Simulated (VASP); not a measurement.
# LiCu2N4 (Fd-3m) in VASP: single point with PBE

Aim: the single point of LiCu2N4 with PBE.

All numbers are computed with VASP 6.6.1; they aren't measurements. Logs are shortened: lines on timing, memory, paths and dates and some standing lists are left out, and cuts for length are marked.

## (1) The structure

Symmetry: Fd-3m, No. 227, cubic system. The conventional cell has a = 8.325 Å, b = 8.325 Å, c = 8.325 Å, α = 90.00°, β = 90.00°, γ = 90.00°. Around Li (site symmetry -43m) lie 4 N at 1.98 Å. Around Cu (site symmetry -3m) lie 6 N at 1.99 Å. Around N (site symmetry 3m) lie 1 Li at 1.98 Å and 3 Cu at 1.99 Å.

The cell was built by a generator and needn't be a form met in nature.

## (2) Single point, PBE, collinear spin, typed start

The input, INCAR:

```
SYSTEM = LiCu2N4
PREC = Accurate
ENCUT = 520
EDIFF = 1E-6
ISMEAR = -1
SIGMA = 0.1
LREAL = .False.
LASPH = .True.
NELM = 150
ALGO = Fast
ISIF = 2
LWAVE = .False.
LCHARG = .False.
ISPIN = 2
MAGMOM = 0 0 1 1 1 1 0 0 0 0 0 0 0 0
LORBIT = 11
LMAXMIX = 4
GGA = PE
NBANDS = 62
```

The input, KPOINTS:

```
regular mesh
0
Gamma
  5 5 5
  0 0 0
```

The input, POSCAR:

```
LiCu2N4
1.0
    0.0000000000      4.1626825800      4.1626825800
    4.1626825800      0.0000000000      4.1626825800
    4.1626825800      4.1626825800      0.0000000000
Li Cu N
2 4 8
Direct
    0.0000000000      0.0000000000      0.0000000000
    0.2500000000      0.2500000000      0.2500000000
    0.6250000000      0.6250000000      0.6250000000
    0.1250000000      0.6250000000      0.6250000000
    0.6250000000      0.6250000000      0.1250000000
    0.6250000000      0.1250000000      0.6250000000
    0.3870000000      0.3870000000      0.3870000000
    0.4110000000      0.8630000000      0.8630000000
    0.3870000000      0.3870000000      0.8390000000
    0.8630000000      0.4110000000      0.8630000000
    0.8390000000      0.3870000000      0.3870000000
    0.8630000000      0.8630000000      0.8630000000
    0.3870000000      0.8390000000      0.3870000000
    0.8630000000      0.8630000000      0.4110000000
```

Potentials or basis: VASP PAW PBE potentials, release 64 (Li_sv, Cu, N).

Command:

```
cat potpaw_PBE.64/Li_sv/POTCAR potpaw_PBE.64/Cu/POTCAR potpaw_PBE.64/N/POTCAR > POTCAR
mpirun -np 1 vasp_std > vasp.out
```

OUTCAR:

```text
SYSTEM = LiCu2N4
   PREC = Accurate
   ENCUT = 520
   EDIFF = 1E-6
   ISMEAR = -1
   LREAL = .False.
   LASPH = .True.
   NELM = 150
   ISIF = 2
   ISPIN = 2
   LORBIT = 11
   GGA = PE

 ion  position               nearest neighbor table
   1  0.000  0.000  0.000-   8 1.98  10 1.98  14 1.98  12 1.98
   2  0.250  0.250  0.250-   9 1.98  11 1.98  13 1.98   7 1.98
   3  0.625  0.625  0.625-   8 1.99   9 1.99  10 1.99  11 1.99  13 1.99  14 1.99
   4  0.125  0.625  0.625-   7 1.99   9 1.99  10 1.99  12 1.99  13 1.99  14 1.99
   5  0.625  0.625  0.125-   7 1.99   8 1.99  10 1.99  11 1.99  12 1.99  13 1.99
   6  0.625  0.125  0.625-   7 1.99   8 1.99   9 1.99  11 1.99  12 1.99  14 1.99
   7  0.387  0.387  0.387-   2 1.98   4 1.99   5 1.99   6 1.99
   8  0.411  0.863  0.863-   1 1.98   3 1.99   5 1.99   6 1.99
   9  0.387  0.387  0.839-   2 1.98   3 1.99   4 1.99   6 1.99
  10  0.863  0.411  0.863-   1 1.98   3 1.99   4 1.99   5 1.99
  11  0.839  0.387  0.387-   2 1.98   3 1.99   5 1.99   6 1.99
  12  0.863  0.863  0.863-   1 1.98   4 1.99   5 1.99   6 1.99
  13  0.387  0.839  0.387-   2 1.98   3 1.99   4 1.99   5 1.99
  14  0.863  0.863  0.411-   1 1.98   3 1.99   4 1.99   6 1.99

  LATTYP: Found a face centered cubic cell.
 ALAT       =     8.3253651600

  Lattice vectors:

 A1 = (   0.0000000000,   4.1626825800,   4.1626825800)
 A2 = (   4.1626825800,   0.0000000000,   4.1626825800)
 A3 = (   4.1626825800,   4.1626825800,   0.0000000000)

Analysis of symmetry for initial positions (statically):
=====================================================================
 Subroutine PRICEL returns:
 Original cell was already a primitive cell.

 Routine SETGRP: Setting up the symmetry group for a
 face centered cubic supercell.

 Subroutine GETGRP returns: Found 48 space group operations
 (whereof 24 operations were pure point group operations)
 out of a pool of 48 trial point group operations.

The static configuration has the point symmetry T_d .
 The point group associated with its full space group is O_h .

Analysis of symmetry for dynamics (positions and initial velocities):
=====================================================================
 Subroutine PRICEL returns:
 Original cell was already a primitive cell.

 Routine SETGRP: Setting up the symmetry group for a
 face centered cubic supercell.

 Subroutine GETGRP returns: Found 48 space group operations
 (whereof 24 operations were pure point group operations)
 out of a pool of 48 trial point group operations.

The dynamic configuration has the point symmetry T_d .
[... 786 lines left out ...]
 spin component 2

 k-point     1 :       0.0000    0.0000    0.0000
  band No.  band energies     occupation
      1     -39.7076      1.00000
      2     -39.7058      1.00000
      3     -12.1984      1.00000
      4     -10.1530      1.00000
      5      -9.5919      1.00000
      6      -9.5919      1.00000
[... 589 lines left out ...]
     56      13.6574      0.00000
     57      13.6620      0.00000
 [bands above 57 left out]

------------------------ aborting loop because EDIFF is reached ----------------------------------------

  FORCE on cell =-STRESS in cart. coord.  units (eV):
  Direction    XX          YY          ZZ          XY          YZ          ZX
  --------------------------------------------------------------------------------------
  -------------------------------------------------------------------------------------
  Total       -4.6501561     -4.6501561     -4.6501561     -0.0000000     -0.0000000     -0.0000000
  in kB      -51.6449945    -51.6449945    -51.6449945     -0.0000000     -0.0000000     -0.0000000
  external PRESSURE =     -51.6449945 kB  Pullay stress =       0.0000000 kB

 VOLUME and BASIS-vectors are now :
 -----------------------------------------------------------------------------
  energy-cutoff  :      520.00
  volume of cell :      144.26
      direct lattice vectors                 reciprocal lattice vectors
     0.000000000  4.162682580  4.162682580    -0.120114852  0.120114852  0.120114852
     4.162682580  0.000000000  4.162682580     0.120114852 -0.120114852  0.120114852
     4.162682580  4.162682580  0.000000000     0.120114852  0.120114852 -0.120114852

 POSITION                                       TOTAL-FORCE (eV/Angst)
 -----------------------------------------------------------------------------------
      0.00000      0.00000      0.00000        -0.000000      0.000000      0.000000
      2.08134      2.08134      2.08134         0.000000      0.000000      0.000000
      5.20335      5.20335      5.20335         0.000000      0.000000      0.000000
      5.20335      3.12201      3.12201         0.000000      0.000000      0.000000
      3.12201      3.12201      5.20335         0.000000      0.000000      0.000000
      3.12201      5.20335      3.12201        -0.000000      0.000000      0.000000
      3.22192      3.22192      3.22192         0.696021      0.696021      0.696021
      7.18479      5.30326      5.30326        -0.696021      0.696021      0.696021
      5.10345      5.10345      3.22192        -0.696021     -0.696021      0.696021
      5.30326      7.18479      5.30326         0.696021     -0.696021      0.696021
      3.22192      5.10345      5.10345         0.696021     -0.696021     -0.696021
      7.18479      7.18479      7.18479        -0.696021     -0.696021     -0.696021
      5.10345      3.22192      5.10345        -0.696021      0.696021     -0.696021
      5.30326      5.30326      7.18479         0.696021      0.696021     -0.696021
 -----------------------------------------------------------------------------------
    total drift:                                0.000000     -0.000000      0.000000

  FREE ENERGIE OF THE ION-ELECTRON SYSTEM (eV)
  ---------------------------------------------------
  free  energy   TOTEN  =       -68.4567160722 eV

  energy  without entropy=      -68.2531220860  energy(sigma->0) =      -68.35491908

 total charge

# of ion       s       p       d       tot
------------------------------------------
    1        2.035   0.072   0.000   2.107
    2        2.035   0.072   0.000   2.107
    3        0.482   0.650   8.923  10.054
    4        0.482   0.650   8.923  10.054
    5        0.482   0.650   8.923  10.054
    6        0.482   0.650   8.923  10.054
    7        1.315   2.201   0.000   3.516
    8        1.315   2.201   0.000   3.516
    9        1.315   2.201   0.000   3.516
   10        1.315   2.201   0.000   3.516
   11        1.315   2.201   0.000   3.516
   12        1.315   2.201   0.000   3.516
   13        1.315   2.201   0.000   3.516
   14        1.315   2.201   0.000   3.516
--------------------------------------------------
tot         16.516  20.351  35.692  72.559

 magnetization (x)

# of ion       s       p       d       tot
------------------------------------------
    1       -0.000  -0.000   0.000  -0.000
    2       -0.000  -0.000   0.000  -0.000
    3        0.000   0.000   0.000   0.000
    4        0.000   0.000   0.000   0.000
    5        0.000   0.000   0.000   0.000
    6        0.000   0.000   0.000   0.000
    7        0.000  -0.000   0.000  -0.000
    8        0.000  -0.000   0.000  -0.000
    9        0.000  -0.000   0.000  -0.000
   10        0.000  -0.000   0.000  -0.000
   11        0.000  -0.000   0.000  -0.000
   12        0.000  -0.000   0.000  -0.000
   13        0.000  -0.000   0.000  -0.000
   14        0.000  -0.000   0.000  -0.000
--------------------------------------------------
tot          0.000  -0.000   0.000  -0.000
```

OSZICAR:

```text
N       E                     dE             d eps       ncg     rms          rms(c)
DAV:   1     0.103229088778E+04    0.10323E+04   -0.37993E+04  2480   0.195E+03
DAV:   2     0.120630158652E+03   -0.91166E+03   -0.84324E+03  2562   0.495E+02
DAV:   3    -0.892733814087E+02   -0.20990E+03   -0.18393E+03  3088   0.221E+02
[... 24 lines left out ...]
RMM:  28    -0.684567111469E+02   -0.29710E-05   -0.29833E-05  3820   0.208E-02    0.107E-03
RMM:  29    -0.684567128748E+02   -0.17279E-05   -0.18893E-05  3104   0.175E-02    0.292E-04
RMM:  30    -0.684567143912E+02   -0.15164E-05   -0.14038E-05  3068   0.162E-02    0.321E-04
RMM:  31    -0.684567154046E+02   -0.10134E-05   -0.10747E-05  3049   0.150E-02    0.242E-04
RMM:  32    -0.684567160722E+02   -0.66760E-06   -0.73182E-06  2744   0.139E-02
   1 F= -.68456716E+02 E0= -.68354919E+02  d E =-.203594E+00  mag=    -0.0000
```

Wall time 12 min (1 thread of Intel Xeon Platinum 8488C (Sapphire Rapids), shared host); peak memory 0.47 GiB.

Results:

```yaml
Free_energy: -68.4567 eV
Largest_force: 1.206 eV/Å
Band_gap_on_the_k_mesh: none (metal or under the smearing width)
Net_moment: 0.00 μB per cell
Valence_electrons_inside_the_program's_atomic_spheres: Li 2.11; Cu 10.05; N 3.52
```

Forces on the atoms (eV/Å):
```
Li   0.000  0.000  0.000
Li   0.000  0.000  0.000
Cu   0.000  0.000  0.000
Cu   0.000  0.000  0.000
Cu   0.000  0.000  0.000
Cu   0.000  0.000  0.000
N    0.696  0.696  0.696
N   -0.696  0.696  0.696
N   -0.696 -0.696  0.696
N    0.696 -0.696  0.696
N    0.696 -0.696 -0.696
N   -0.696 -0.696 -0.696
N   -0.696  0.696 -0.696
N    0.696  0.696 -0.696
```

Caveat: the cutoff is under 1.25 times the usual one of these potentials, so pressure, stress and relaxed cells hold a basis-set (Pulay) error; forces of over 1 eV/Å show positions far from the minimum, so gaps and moduli don't describe the material at rest. With open d or f shells a metallic result of PBE can be an artefact of self-interaction; +U or a hybrid may open a gap.
